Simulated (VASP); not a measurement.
# Hf4V8H15 (a cell with a defect) in VASP: further runs, part 2 of 2

VASP 6.6.1.

## 3. Single point, LDA

The input, INCAR:

```
SYSTEM = Hf4V8H15
  PREC = Accurate
  ENCUT = 520
  EDIFF = 1E-6
  ISMEAR = -1
  SIGMA = 0.05
  LREAL = Auto
  LASPH = .TRUE.
  NELM = 60
  ALGO = Fast
  ISIF = 2
  LWAVE = .FALSE.
  LCHARG = .FALSE.
  GGA = CA
  NELECT = 160.0
  NBANDS = 98
```

The input, KPOINTS:

```
Automatic mesh
0
G
  2 2 2
  0 0 0
```

The input, POSCAR:

```
Hf4V8H15
1.0
    5.3885460000      0.0000000000      0.0000000000
    0.0000000000      5.3885460000      0.0000000000
    0.0000000000      0.0000000000      7.8029920000
Hf V H
4 8 15
Direct
    0.5160575784     -0.0229375420      0.2498913237
   -0.0058828485      0.0078685419      0.5017434338
    0.0085180678      0.5105273296      0.7558895357
    0.5006730944      0.5044960180     -0.0122132638
   -0.0301380001      0.2335695009      0.1242728430
    0.0094830776      0.7495714057      0.1346150297
    0.2436649887      0.4880166190      0.4068695700
    0.7358571310      0.5076508579      0.3686534601
    0.4969615180      0.7297701458      0.6234787886
    0.5088014466      0.2510695835      0.6229789804
    0.7334817222      0.0304163683      0.8869161983
    0.2299321561      0.0087778781      0.8781759612
    0.3136096453      0.8034820525      0.4420483835
    0.2935114593      0.1798073172      0.0727028812
    0.3215153030      0.3077453547      0.8023460744
    0.1751864046      0.3018253904      0.5750230168
    0.3113270259      0.6595285630      0.1988980637
    0.1700273135      0.6956793168      0.9333727370
    0.1829621571      0.8359212300      0.6841350087
    0.1743884157      0.1519519366      0.3052290711
    0.8060244823      0.3204575037      0.9334111838
    0.8525862079      0.6827444732      0.5418306209
    0.8241926486      0.7988982557      0.3080741336
    0.8228008075      0.1877686485      0.6958612799
    0.6703106923      0.1688581669      0.4459955873
    0.6877736592      0.3259135210      0.1828401208
    0.6845074720      0.7191735953      0.8109197087
```

Potentials or basis: VASP PAW LDA potentials, release 64 (Hf_pv, V_sv, H).

The run is started by

```console
> cat potpaw_LDA.64/Hf_pv/POTCAR potpaw_LDA.64/V_sv/POTCAR potpaw_LDA.64/H/POTCAR > POTCAR
> mpirun -np 1 vasp_std > vasp.out
```

It took 4.2 min on 1 thread of AMD EPYC 9R45 (Zen 5), shared host; peak memory 0.28 GiB.

It converged, with:

| Quantity | Value |
| --- | --- |
| Free energy | -176.5376 eV |
| Largest force | 2.160 eV/Å |
| Band gap on the k mesh | none (metal or under the smearing width) |

Forces in eV/Å, atoms in the order of the input:
```
Hf  -1.044  0.710 -0.269
Hf   0.049 -0.173 -0.159
Hf  -0.935  0.217 -0.502
Hf  -0.624  0.206  0.638
V    1.565  0.243 -0.082
V   -0.550 -0.181 -0.916
V    0.221  0.009 -2.149
V    0.491 -1.084  0.354
V    0.435  0.761  0.083
V   -0.875  0.022  0.690
V    0.213 -1.918 -0.835
V    0.720 -0.029  0.427
H   -0.033  0.303  0.042
H    0.277  0.090 -0.279
H   -0.141  0.171  0.448
H    0.204 -0.111  0.229
H    0.284 -0.240  0.132
H    0.259 -0.077  0.622
H    0.137 -0.146  0.322
H    0.129  0.358  0.086
H    0.357  0.874  0.410
H   -0.501 -0.361  0.641
H   -0.068  0.501  0.238
H   -0.029 -0.019 -0.111
H    0.356  0.194 -0.582
H   -1.048  0.073  0.355
H    0.151 -0.392  0.166
```

Levels at points of the mesh, in eV from the Fermi level:
```csv
k point,band 77,band 78,band 79,band 80,band 81,band 82,band 83,band 84
"(0.00, 0.00, 0.00)",-0.74,0.06,0.13,0.23,0.28,0.37,0.54,0.57
"(0.50, 0.00, 0.00)",-0.63,-0.56,-0.44,-0.20,-0.08,0.10,0.24,0.28
"(0.00, 0.50, 0.00)",-0.71,-0.63,-0.41,-0.18,0.02,0.16,0.25,0.47
"(0.50, 0.50, 0.00)",-0.68,-0.65,-0.63,-0.57,-0.02,0.10,0.15,0.38
"(0.00, 0.00, 0.50)",-0.42,-0.35,-0.22,-0.08,0.03,0.24,0.49,0.52
"(0.50, 0.00, 0.50)",-0.50,-0.37,-0.20,-0.04,0.17,0.28,0.34,0.45
"(0.00, 0.50, 0.50)",-0.43,-0.31,-0.19,0.07,0.10,0.23,0.32,0.36
"(0.50, 0.50, 0.50)",-0.58,-0.57,-0.53,-0.41,-0.22,0.04,0.14,0.20
```

Caveat: the k mesh is coarse (spacing up to 0.58 Å⁻¹), so the values aren't converged; the cell carries a net charge on a neutralising background, which shifts energy and pressure; the cell is charged against a uniform background, so pressure and absolute levels hang on convention. Spin-orbit coupling is left out, which matters for the levels of Hf.

## 4. Single point, LDA

The input, INCAR:

```
PREC     = Accurate       # precision mode
ENCUT    = 520            # plane-wave cutoff, eV
EDIFF    = 1E-7           # SCF threshold, eV
ISMEAR   = -1             # smearing method
SIGMA    = 0.05           # smearing width, eV
LREAL    = Auto         
LASPH    = T              # aspherical terms in the spheres
NELM     = 60             # most SCF steps
ALGO     = Fast           # electronic algorithm
ISIF     = 2              # what is computed and relaxed
LWAVE    = F              # write WAVECAR
LCHARG   = T              # write CHGCAR
LELF     = T              # ELF
LVHAR    = T            
NBANDS   = 98             # bands
NELECT   = 160.0
```

The input, KPOINTS:

```
Automatic mesh
0
Gamma
  2 2 2
```

The input, POSCAR:

```
Hf4V8H15
1.0
    5.3885460000      0.0000000000      0.0000000000
    0.0000000000      5.3885460000      0.0000000000
    0.0000000000      0.0000000000      7.8029920000
Hf V H
4 8 15
Direct
    0.5177463457     -0.0342021762      0.2516983229
   -0.0085551835      0.0125451281      0.5031659651
    0.0050848596      0.5165400834      0.7597085836
    0.5004318419      0.5087457730     -0.0158657089
   -0.0332186085      0.2326601647      0.1202743768
    0.0100769298      0.7493672690      0.1322056975
    0.2414380428      0.4905033751      0.4058827691
    0.7369149303      0.5093210673      0.3658724756
    0.4999307791      0.7303454401      0.6267852126
    0.4991884638      0.2493993742      0.6293098852
    0.7292134093      0.0192630814      0.8902354379
    0.2309899554      0.0049178387      0.8888257222
    0.2974642881      0.8223739762      0.4467388920
    0.3058710086      0.1984023148      0.0568499878
    0.3093413325      0.3158922648      0.8170455641
    0.1771720980      0.2921196182      0.5712039689
    0.3327799373      0.6356445691      0.2031272107
    0.1914802249      0.6920048562      0.9570944069
    0.1848921769      0.8331189898      0.7070108492
    0.1742028369      0.1143722258      0.2839039179
    0.8282753826      0.3576846147      0.9446120155
    0.7898791251      0.6700879978      0.5665134605
    0.8504149357      0.8300754972      0.3154302862
    0.8153034232      0.1947278542      0.6938748624
    0.6824475471      0.1988105882      0.4435734395
    0.6098491133      0.3248557217      0.1960273700
    0.6771771086      0.7196189844      0.8241069579
```

Potentials or basis: VASP PAW LDA potentials, release 64 (Hf_pv, V_sv, H).

The run is started by

```console
> cat potpaw_LDA.64/Hf_pv/POTCAR potpaw_LDA.64/V_sv/POTCAR potpaw_LDA.64/H/POTCAR > POTCAR
> mpirun -np 1 vasp_std > vasp.out
```

OUTCAR:

```text
PREC = Accurate
   ENCUT = 520
   EDIFF = 1E-7
   ISMEAR = -1
   LREAL = Auto
   LASPH = T
   NELM = 60
   ISIF = 2
   NELECT = 160.0

 ion  position               nearest neighbor table
   1  0.518  0.966  0.252-  23 2.00  20 2.03  26 2.04  17 2.07  13 2.08  25 2.15  14 2.28   8 2.87
                             5 3.00   6 3.04  11 3.06   6 3.12   9 3.19   7 3.20   2 3.23   4 3.23
   2  0.991  0.013  0.503-  16 1.88  23 1.92  13 1.99  25 2.00  24 2.02  20 2.05  19 2.13  22 2.20
                             7 3.00  10 3.10  10 3.18   8 3.19   9 3.20   7 3.21   5 3.22   8 3.22
   3  0.005  0.517  0.760-  21 1.93  19 2.00  15 2.01  18 2.07  22 2.07  24 2.08  16 2.12  27 2.14
                             7 3.04  12 3.07   9 3.08   9 3.13   6 3.17  12 3.18   4 3.19  10 3.19
   4  0.500  0.509  0.984-  27 1.94  18 1.95  15 1.96  21 1.97  26 2.02  17 2.05  14 2.05  11 3.00
                             9 3.03  10 3.10  11 3.10   5 3.11  12 3.13   6 3.16  12 3.17   3 3.19
   5  0.967  0.233  0.120-  21 1.70  20 1.81  14 1.90  11 2.49  12 2.61   6 2.62   8 2.73   6 2.80
                             1 3.00   4 3.11   3 3.21   2 3.22
   6  0.010  0.749  0.132-  18 1.71  23 1.72   5 2.62  12 2.63   8 2.68   5 2.80  11 2.82   7 2.84
                             1 3.04   1 3.12   4 3.16   3 3.17   2 3.22   4 3.25
   7  0.241  0.491  0.406-  16 1.71  17 1.83  13 1.84   9 2.57  10 2.58   8 2.69   8 2.74   6 2.84
                             2 3.00   3 3.04   1 3.20   2 3.21
   8  0.737  0.509  0.366-  26 1.79  25 1.80  22 1.81  23 1.88   6 2.68   9 2.68   7 2.69   5 2.73
                             7 2.74  10 2.80   1 2.87   2 3.19   2 3.22   4 3.24   1 3.28   3 3.40
   9  0.500  0.730  0.627-  22 1.66  27 1.81  13 1.85  19 1.89   7 2.57  10 2.59   8 2.68  10 2.80
                            11 2.86  12 2.91   4 3.03   3 3.08   3 3.13   1 3.19   2 3.20   2 3.28
  10  0.499  0.249  0.629-  25 1.77  24 1.80  16 1.81  15 1.82   7 2.58   9 2.59  11 2.69   9 2.80
                             8 2.80  12 2.82   4 3.10   2 3.10   2 3.18   3 3.19   3 3.25   1 3.32
  11  0.729  0.019  0.890-  27 1.72  24 1.86   5 2.49  12 2.69  10 2.69  12 2.70   6 2.82   9 2.86
                             4 3.00   1 3.06   4 3.10   3 3.23   3 3.25   2 3.33
  12  0.231  0.005  0.889-  19 1.71  14 1.72  18 1.78  15 1.82   5 2.61   6 2.63  11 2.69  11 2.70
                            10 2.82   9 2.91   3 3.07   4 3.13   4 3.17   3 3.18   1 3.23   2 3.27
  13  0.297  0.822  0.447-   7 1.84   9 1.85   2 1.99   1 2.08
  14  0.306  0.198  0.057-  12 1.72   5 1.90   4 2.05   1 2.28
  15  0.309  0.316  0.817-  12 1.82  10 1.82   4 1.96   3 2.01
  16  0.177  0.292  0.571-   7 1.71  10 1.81   2 1.88   3 2.12
  17  0.333  0.636  0.203-   7 1.83   4 2.05   1 2.07
  18  0.191  0.692  0.957-   6 1.71  12 1.78   4 1.95   3 2.07
  19  0.185  0.833  0.707-  12 1.71   9 1.89   3 2.00   2 2.13
  20  0.174  0.114  0.284-   5 1.81   1 2.03   2 2.05
  21  0.828  0.358  0.945-   5 1.70   3 1.93   4 1.97
  22  0.790  0.670  0.567-   9 1.66   8 1.81   3 2.07   2 2.20
  23  0.850  0.830  0.315-   6 1.72   8 1.88   2 1.92   1 2.00
  24  0.815  0.195  0.694-  10 1.80  11 1.86   2 2.02   3 2.08
  25  0.682  0.199  0.444-  10 1.77   8 1.80   2 2.00   1 2.15
  26  0.610  0.325  0.196-   8 1.79   4 2.02   1 2.04
  27  0.677  0.720  0.824-  11 1.72   9 1.81   4 1.94   3 2.14

  LATTYP: Found a simple tetragonal cell.
 ALAT       =     5.3885460000
 C/A-ratio  =     1.4480700360

  Lattice vectors:

 A1 = (   5.3885460000,   0.0000000000,   0.0000000000)
 A2 = (   0.0000000000,   5.3885460000,   0.0000000000)
 A3 = (   0.0000000000,   0.0000000000,   7.8029920000)

Analysis of symmetry for initial positions (statically):
=====================================================================
 Subroutine PRICEL returns:
 Original cell was already a primitive cell.

 Routine SETGRP: Setting up the symmetry group for a
 simple tetragonal supercell.

 Subroutine GETGRP returns: Found  1 space group operations
 (whereof  1 operations were pure point group operations)
 out of a pool of 16 trial point group operations.
[... 138 lines left out ...]
 SYSTEM =  unknown system
   PREC   = accura    normal or accurate (medium, high low for compatibility)
   ISTART =      0    job   : 0-new  1-cont  2-samecut
   ICHARG =      2    charge: 1-file 2-atom 10-const
   ISPIN  =      1    spin polarized calculation?
   LNONCOLLINEAR =      F non collinear calculations
   LSORBIT =      F    spin-orbit coupling
   LASPH  =      T    aspherical Exc in radial PAW
   ENCUT  =  520.0 eV  38.22 Ry    6.18 a.u.  10.02 10.02 14.51*2*pi/ulx,y,z
   NELM   =     60;   NELMIN=  2; NELMDL= -5     # of ELM steps
   EDIFF  = 0.1E-06   stopping-criterion for ELM
   LREAL  =      T    real-space projection
   EDIFFG = 0.1E-05   stopping-criterion for IOM
   NSW    =      0    number of steps for IOM
   IBRION =     -1    ionic relax: 0-MD 1-quasi-New 2-CG
   NFREE  =      0    steps in history (QN), initial steepest desc. (CG)
   ISIF   =      2    stress and relaxation
   ISYM   =      2    0-nonsym 1-usesym 2-fastsym
   POTIM  = 0.5000    time-step for ionic-motion
   TEBEG  =    0.0;   TEEND  =   0.0 temperature during run
   PSTRESS=    0.0 pullay stress
   NELECT =     160.0000    total number of electrons
   NUPDOWN=      -1.0000    fix difference up-down
   EMIN   =  10.00;   EMAX   =-10.00  energy-range for DOS
   EFERMI =   0.00;   METHOD = LEGACY
   ISMEAR =    -1;   SIGMA  =   0.05  broadening in eV -4-tet -1-fermi 0-gaus
   EFERMI_NEDOS =   21; number of points for ismear=-14 and -15
   IALGO  =     68    algorithm
   IMIX   =      4    mixing-type and parameters
     AMIX     =   0.40;   BMIX     =  1.00
     AMIX_MAG =   1.60;   BMIX_MAG =  1.00
  volume/ion in A,a.u.               =       8.39        56.63
  Fermi-wavevector in a.u.,A,eV,Ry     =   1.457852  2.754940 28.916895  2.125332
  Thomas-Fermi vector in A             =   2.574605
   LORBIT       =      0    0 simple, 1 ext, 2 COOP (PROOUT), +10 PAW based schemes
   GGA     = CA    functional components
   LHFCALC =     F    Hartree Fock is set to
   AEXX    =    0.0000 exact exchange contribution
   IVDW    =     0    specifies the selected vdW correction
   LEPSILON=     F    determine dielectric tensor
   LRPA    =     F    only Hartree local field effects (RPA)
 non-spin polarized calculation
 RMM-DIIS sequential band-by-band and
  energy-cutoff  :      520.00
  volume of cell :      226.57
 maximum number of plane-waves:      6120
   NGX = 21   NGY = 21   NGZ = 29

 number of electron     160.0000004 magnetization

 Free energy of the ion-electron system (eV)
  ---------------------------------------------------
  ext. energy  EPLUGINS =         0.00000000
  ---------------------------------------------------
  free energy    TOTEN  =      -176.35946116 eV

  energy without entropy =     -176.25574883  energy(sigma->0) =     -176.30760499

 E-fermi :   7.4607     XC(G=0): -12.4971

 val. band max:        7.4224428814   @ k =   0.0000   0.0000   0.5000
 cond. band min:       7.4771923719   @ k =   0.0000   0.0000   0.0000
 fundamental gap:      0.0547494905
 Fermi energy:         7.4606931901

 k-point     1 :       0.0000    0.0000    0.0000
  band No.  band energies     occupation
      1     -56.0583      2.00000
      2     -56.0107      2.00000
      3     -55.9828      2.00000
      4     -55.9482      2.00000
      5     -55.9467      2.00000
      6     -55.9412      2.00000
[... 749 lines left out ...]
     91       8.7179      0.00000
     92       8.7549      0.00000
 [bands above 92 left out]

------------------------ aborting loop because EDIFF is reached ----------------------------------------

  FORCE on cell =-STRESS in cart. coord.  units (eV):
  Direction    XX          YY          ZZ          XY          YZ          ZX
  --------------------------------------------------------------------------------------
  -------------------------------------------------------------------------------------
  Total        0.5726024     -0.1306001      1.4170089     -0.3662496      0.4918107     -1.0147898
  in kB        4.0491082     -0.9235274     10.0202559     -2.5899022      3.4777969     -7.1759982
  external PRESSURE =       4.3819456 kB  Pullay stress =       0.0000000 kB

 VOLUME and BASIS-vectors are now :
 -----------------------------------------------------------------------------
  energy-cutoff  :      520.00
  volume of cell :      226.57
      direct lattice vectors                 reciprocal lattice vectors
     5.388546000  0.000000000  0.000000000     0.185578818  0.000000000  0.000000000
     0.000000000  5.388546000  0.000000000     0.000000000  0.185578818  0.000000000
     0.000000000  0.000000000  7.802992000     0.000000000  0.000000000  0.128155969

 POSITION                                       TOTAL-FORCE (eV/Angst)
 -----------------------------------------------------------------------------------
      2.78990      5.20425      1.96400        -0.769810      0.963696     -0.123481
      5.34245      0.06760      3.92620        -0.069962     -0.693542      0.526396
      0.02740      2.78340      5.92800        -0.602744      0.179833     -0.632249
      2.69660      2.74140      7.67919        -0.108405     -0.171889      1.199203
      5.20955      1.25370      0.93850         0.937179      0.464114      0.855811
      0.05430      4.03800      1.03160        -0.508053     -0.195909      0.030308
[... 19 lines left out ...]
      3.28620      1.75050      1.52960         0.603173     -0.084334      0.011925
      3.64900      3.87770      6.43050         0.210911     -0.459589     -0.474841
 -----------------------------------------------------------------------------------
    total drift:                                0.006039     -0.005329      0.009377

  FREE ENERGIE OF THE ION-ELECTRON SYSTEM (eV)
  ---------------------------------------------------
  free  energy   TOTEN  =      -176.3594611615 eV

  energy  without entropy=     -176.2557488267  energy(sigma->0) =     -176.30760499
```

It took 4.6 min on 1 thread of AMD EPYC 9R45 (Zen 5), shared host; peak memory 0.28 GiB.

What came out:

- Free energy: -176.3595 eV
- Largest force: 1.558 eV/Å
- Band gap on the k mesh: none (metal or under the smearing width)

Forces in eV/Å, atoms in the order of the input:
```
Hf  -0.770  0.964 -0.123
Hf  -0.070 -0.694  0.526
Hf  -0.603  0.180 -0.632
Hf  -0.108 -0.172  1.199
V    0.937  0.464  0.856
V   -0.508 -0.196  0.030
V    0.224  0.177 -1.414
V    0.744 -0.292  0.526
V   -1.069  1.095  0.290
V   -0.485 -0.034  0.323
V    0.716  0.100 -0.779
V    0.558  0.046 -0.083
H    0.328 -0.374  0.158
H   -0.123  0.061  0.536
H    0.002 -0.166 -0.290
H    0.169  0.356  0.341
H   -0.258  0.180  0.007
H   -0.147 -0.093 -0.536
H   -0.066 -0.140 -0.629
H   -0.211  0.256  0.478
H   -0.457 -0.374 -0.111
H    1.044  0.019 -0.309
H   -0.555 -0.475  0.016
H    0.006 -0.132  0.272
H   -0.110 -0.214 -0.193
H    0.603 -0.084  0.012
H    0.211 -0.460 -0.475
```

Levels at points of the mesh, in eV from the Fermi level:
| k point | band 77 | band 78 | band 79 | band 80 | band 81 | band 82 | band 83 | band 84 |
| --- | --- | --- | --- | --- | --- | --- | --- | --- |
| (0.00, 0.00, 0.00) | -0.75 | 0.02 | 0.14 | 0.24 | 0.26 | 0.45 | 0.58 | 0.62 |
| (0.50, 0.00, 0.00) | -0.64 | -0.49 | -0.36 | -0.15 | -0.08 | 0.09 | 0.24 | 0.31 |
| (0.00, 0.50, 0.00) | -0.67 | -0.60 | -0.39 | -0.13 | 0.03 | 0.17 | 0.26 | 0.43 |
| (0.50, 0.50, 0.00) | -0.71 | -0.65 | -0.63 | -0.62 | -0.07 | 0.11 | 0.24 | 0.33 |
| (0.00, 0.00, 0.50) | -0.41 | -0.38 | -0.15 | -0.04 | 0.07 | 0.29 | 0.53 | 0.55 |
| (0.50, 0.00, 0.50) | -0.49 | -0.33 | -0.24 | -0.06 | 0.12 | 0.33 | 0.41 | 0.44 |
| (0.00, 0.50, 0.50) | -0.44 | -0.30 | -0.18 | 0.03 | 0.16 | 0.25 | 0.28 | 0.39 |
| (0.50, 0.50, 0.50) | -0.62 | -0.56 | -0.56 | -0.42 | -0.20 | 0.08 | 0.10 | 0.29 |

Caveat: the k mesh is coarse (spacing up to 0.58 Å⁻¹), so the values aren't converged; the cell carries a net charge on a neutralising background, which shifts energy and pressure; the cell is charged against a uniform background, so pressure and absolute levels hang on convention. Spin-orbit coupling is left out, which matters for the levels of Hf.
